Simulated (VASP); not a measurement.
VASP input:

### POSCAR
```
HfGe
1
    3.3415400000     0.0000000000     0.0000000000
    0.0000000000     3.3415400000     0.0000000000
    0.0000000000     0.0000000000     3.3415400000
Hf Ge
1 1
Direct
  0.0000000000   0.0000000000   0.0000000000
  0.5000000000   0.5000000000   0.5000000000
```

INCAR:
```
SYSTEM = HfGe
PREC = Accurate
ENCUT = 400
EDIFF = 1E-6
NELM = 100
ALGO = Normal
LREAL = .FALSE.
LASPH = .TRUE.
ISMEAR = 1
SIGMA = 0.1
GGA = PE
LMAXMIX = 6
LWAVE = .FALSE.
LCHARG = .FALSE.
ISIF = 2
ISPIN = 2
MAGMOM = 1.0 1.0 1.0 1.0
```

**KPOINTS**
```
Automatic mesh
0
Gamma
8 8 8
0 0 0
```

POTCAR, in this order: Hf_pv Ge_d (PBE.64 set). Program: vasp_std.

Problem. One choice in this input is risky. Which, and does it do harm here?

Solution. The risk: MAGMOM holds more values than there are atoms. Here it does no harm: the run (PBE GGA, plane waves, VASP's PBE PAW potentials (set 64)) converges to the same energy and pressure as with the safe setting.
OSZICAR:
```
       N       E                     dE             d eps       ncg     rms          rms(c)
DAV:   1     0.112492554264E+03    0.11249E+03   -0.11343E+04  2546   0.266E+03
DAV:   2    -0.511794614728E+01   -0.11761E+03   -0.11524E+03  2620   0.423E+02
DAV:   3    -0.152606512303E+02   -0.10143E+02   -0.99901E+01  2951   0.917E+01
DAV:   4    -0.154668093596E+02   -0.20616E+00   -0.20539E+00  2974   0.133E+01
DAV:   5    -0.154696080848E+02   -0.27987E-02   -0.27982E-02  3143   0.173E+00    0.392E+01
DAV:   6    -0.150017338230E+02    0.46787E+00   -0.21612E+00  2970   0.930E+00    0.248E+01
DAV:   7    -0.149262085023E+02    0.75525E-01   -0.52358E-01  3031   0.698E+00    0.899E+00
DAV:   8    -0.149825690234E+02   -0.56361E-01   -0.10916E-01  2876   0.408E+00    0.170E+00
DAV:   9    -0.149768024471E+02    0.57666E-02   -0.19725E-02  2702   0.112E+00    0.382E-01
DAV:  10    -0.149755987442E+02    0.12037E-02   -0.17261E-03  2878   0.470E-01    0.130E-01
DAV:  11    -0.149754992677E+02    0.99477E-04   -0.23718E-04  3073   0.224E-01    0.528E-02
DAV:  12    -0.149754566966E+02    0.42571E-04   -0.16592E-05  2867   0.465E-02    0.208E-02
DAV:  13    -0.149754566563E+02    0.40350E-07   -0.39915E-06  2321   0.233E-02
   1 F= -.14975457E+02 E0= -.14975513E+02  d E =0.170201E-03  mag=     0.1317
```

The structure was generated: HfGe was put into the CsCl type (Pm-3m), which need not be its known phase. The cell was not relaxed at this level.
